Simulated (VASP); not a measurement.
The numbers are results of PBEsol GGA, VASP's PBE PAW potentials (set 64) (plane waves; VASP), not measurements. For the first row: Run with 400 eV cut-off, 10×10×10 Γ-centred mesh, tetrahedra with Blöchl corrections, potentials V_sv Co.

| system | energy (eV/atom) |
|---|---|
| VCo₃ (space group Pm-3m) | -8.4330 |
| V (bcc) | -9.6347 |
| Co (hcp) | -7.7381 |

The references are the elements' solids at the same level; no temperature or zero-point terms are added.

Task: What is the formation energy per atom of VCo₃?

Result: The references average (1×(-9.6347) + 3×(-7.7381))/4 = -8.2123 eV, so the formation energy is -8.4330 − (-8.2123) = -0.221 eV/atom.
